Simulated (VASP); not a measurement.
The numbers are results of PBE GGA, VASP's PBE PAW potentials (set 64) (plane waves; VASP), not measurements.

Input for VASP

**POSCAR**
```
Al3Sc
1
    4.1380510000     0.0000000000     0.0000000000
    0.0000000000     4.0999910000     0.0000000000
    0.0000000000     0.0000000000     4.1803850000
Sc Al
1 3
Direct
  0.0000000000   0.0000000000   0.0000000000
  0.0000000000   0.5000000000   0.5000000000
  0.5000000000   0.0000000000   0.5000000000
  0.5206350000   0.5000000000   0.0000000000
```

**INCAR**
```
! general
SYSTEM =Al3Sc
PREC   =Accurate
ENCUT  =400
LREAL  =.FALSE.
LASPH  =.TRUE.
NELECT =20.1

! electronic loop
EDIFF  =1E-6
NELM   =100
ALGO   =Normal
LMAXMIX=4   ! l cut-off of mixed one-centre charges

! smearing
ISMEAR =0   ! Gaussian
SIGMA  =0.05   ! width (eV)

! functional
GGA    =PE   ! PBE

! ions
ISIF   =2

! output
LWAVE  =.FALSE.
LCHARG =.FALSE.
```

### KPOINTS
```
Automatic mesh
0
Gamma
7 7 7
0 0 0
```

POTCAR, in this order: Sc_sv Al (PBE.64 set). Program: vasp_std.

Output

**OUTCAR**
```
 ion  position               nearest neighbor table
   1  0.000  0.000  0.000-   4 2.85   4 2.85   2 2.93   2 2.93   2 2.93   2 2.93   3 2.94   3 2.94
                             3 2.94   3 2.94   4 2.97   4 2.97
   2  0.000  0.500  0.500-   4 2.88   4 2.88   3 2.91   3 2.91   3 2.91   3 2.91   1 2.93   1 2.93
                             1 2.93   1 2.93   4 3.00   4 3.00
   3  0.500  0.000  0.500-   2 2.91   2 2.91   2 2.91   2 2.91   4 2.93   4 2.93   4 2.93   4 2.93
                             1 2.94   1 2.94   1 2.94   1 2.94
   4  0.521  0.500  0.000-   1 2.85   1 2.85   2 2.88   2 2.88   3 2.93   3 2.93   3 2.93   3 2.93
                             1 2.97   1 2.97   2 3.00   2 3.00
  LATTYP: Found a simple orthorhombic cell.
 ALAT       =     4.0999910000
 B/A-ratio  =     1.0092829472
 C/A-ratio  =     1.0196083357
 Subroutine PRICEL returns:
 Original cell was already a primitive cell.
 Subroutine GETGRP returns: Found  4 space group operations
The static configuration has the point symmetry C_2v.
The dynamic configuration has the point symmetry C_2v.
 Subroutine INISYM returns: Found  4 space group operations
 Subroutine IBZKPT returns following result:
 Found     64 irreducible k-points:

 Following reciprocal coordinates:
            Coordinates               Weight
  0.000000  0.000000  0.000000      1.000000
  0.142857  0.000000  0.000000      2.000000
  0.285714  0.000000  0.000000      2.000000
  0.428571  0.000000  0.000000      2.000000
  0.000000  0.142857  0.000000      2.000000
  0.142857  0.142857  0.000000      4.000000
  0.285714  0.142857  0.000000      4.000000
  0.428571  0.142857  0.000000      4.000000
  0.000000  0.285714  0.000000      2.000000
  0.142857  0.285714  0.000000      4.000000
  0.285714  0.285714  0.000000      4.000000
  0.428571  0.285714  0.000000      4.000000
  0.000000  0.428571  0.000000      2.000000
  0.142857  0.428571  0.000000      4.000000
  0.285714  0.428571  0.000000      4.000000
  0.428571  0.428571  0.000000      4.000000
  0.000000  0.000000  0.142857      2.000000
  0.142857  0.000000  0.142857      4.000000
  0.285714  0.000000  0.142857      4.000000
  0.428571  0.000000  0.142857      4.000000
  0.000000  0.142857  0.142857      4.000000
  0.142857  0.142857  0.142857      8.000000
  0.285714  0.142857  0.142857      8.000000
  0.428571  0.142857  0.142857      8.000000
  0.000000  0.285714  0.142857      4.000000
  0.142857  0.285714  0.142857      8.000000
  0.285714  0.285714  0.142857      8.000000
  0.428571  0.285714  0.142857      8.000000
  0.000000  0.428571  0.142857      4.000000
  0.142857  0.428571  0.142857      8.000000
  0.285714  0.428571  0.142857      8.000000
  0.428571  0.428571  0.142857      8.000000
  0.000000  0.000000  0.285714      2.000000
  0.142857  0.000000  0.285714      4.000000
  0.285714  0.000000  0.285714      4.000000
  0.428571  0.000000  0.285714      4.000000
  0.000000  0.142857  0.285714      4.000000
  0.142857  0.142857  0.285714      8.000000
  0.285714  0.142857  0.285714      8.000000
  0.428571  0.142857  0.285714      8.000000
   k-points           NKPTS =     64   k-points in BZ     NKDIM =     64   number of bands    NBANDS=     14
   number of dos      NEDOS =    301   number of ions     NIONS =      4
   total plane-waves  NPLWV =  21952
   dimension x,y,z NGX =    28 NGY =   28 NGZ =   28
   dimension x,y,z NGXF=    56 NGYF=   56 NGZF=   56
   ions per type =               1   3
   PREC   = accura    normal or accurate (medium, high low for compatibility)
   ISTART =      0    job   : 0-new  1-cont  2-samecut
   ICHARG =      2    charge: 1-file 2-atom 10-const
   ISPIN  =      1    spin polarized calculation?
   LNONCOLLINEAR =      F non collinear calculations
...
```

**OSZICAR**
```
       N       E                     dE             d eps       ncg     rms          rms(c)
DAV:   1     0.955843023234E+02    0.95584E+02   -0.73474E+03  1808   0.105E+03
DAV:   2    -0.130423167836E+02   -0.10863E+03   -0.10699E+03  1818   0.336E+02
DAV:   3    -0.194579279525E+02   -0.64156E+01   -0.61648E+01  2742   0.639E+01
DAV:   4    -0.195868528473E+02   -0.12892E+00   -0.12852E+00  2568   0.101E+01
DAV:   5    -0.195901418946E+02   -0.32890E-02   -0.32883E-02  2602   0.154E+00    0.843E+00
DAV:   6    -0.186454699622E+02    0.94467E+00   -0.51087E+00  3024   0.254E+01    0.294E+00
DAV:   7    -0.185980453005E+02    0.47425E-01   -0.10589E-01  2454   0.301E+00    0.175E+00
DAV:   8    -0.185735941011E+02    0.24451E-01   -0.42508E-02  2844   0.188E+00    0.251E-01
DAV:   9    -0.185733698539E+02    0.22425E-03   -0.37871E-03  2476   0.756E-01    0.116E-01
DAV:  10    -0.185732650524E+02    0.10480E-03   -0.46360E-04  3036   0.253E-01    0.599E-02
DAV:  11    -0.185732740752E+02   -0.90228E-05   -0.69593E-05  2852   0.855E-02    0.409E-02
DAV:  12    -0.185732609371E+02    0.13138E-04   -0.93414E-05  3036   0.116E-01    0.476E-03
DAV:  13    -0.185732607532E+02    0.18392E-06   -0.26994E-06  1744   0.185E-02
   1 F= -.18573261E+02 E0= -.18572773E+02  d E =-.974861E-03
```

File OUTCAR:
```
------------------------ aborting loop because EDIFF is reached ----------------------------------------
  FORCE on cell =-STRESS in cart. coord.  units (eV):
  Direction    XX          YY          ZZ          XY          YZ          ZX
  --------------------------------------------------------------------------------------
  Total        0.0069571      0.6092726     -0.6565775      0.0000000      0.0000000      0.0000000
  in kB        0.1571613     13.7634476    -14.8320622      0.0000000      0.0000000      0.0000000
  external PRESSURE =      -0.3038178 kB  Pullay stress =       0.0000000 kB
  volume of cell :       70.92
      direct lattice vectors                 reciprocal lattice vectors
     4.138051000  0.000000000  0.000000000     0.241659661  0.000000000  0.000000000
     0.000000000  4.099991000  0.000000000     0.000000000  0.243902974  0.000000000
     0.000000000  0.000000000  4.180385000     0.000000000  0.000000000  0.239212417
 POSITION                                       TOTAL-FORCE (eV/Angst)
 -----------------------------------------------------------------------------------
      0.00000      0.00000      0.00000         0.359625      0.000000      0.000000
      0.00000      2.05000      2.09019         0.130851      0.000000      0.000000
      2.06903      0.00000      2.09019         0.012478      0.000000      0.000000
      2.15441      2.05000      0.00000        -0.502953      0.000000      0.000000
 -----------------------------------------------------------------------------------
    total drift:                               -0.000289     -0.000000     -0.000000
  FREE ENERGIE OF THE ION-ELECTRON SYSTEM (eV)
  ---------------------------------------------------
  free  energy   TOTEN  =       -18.5732607532 eV

  energy  without entropy=      -18.5722858922  energy(sigma->0) =      -18.57277332
```
(Selected blocks of OUTCAR.)

The cell is charged, with a uniform compensating background.

The compound is Al3Sc in the L1_2 structure. The cell was not relaxed at this level, atoms are displaced from their ideal sites. The run is one of a series of settings (ISMEAR = 0, NELECT = 20.1, SIGMA = 0.05 against the base run), some of them coarse on purpose.
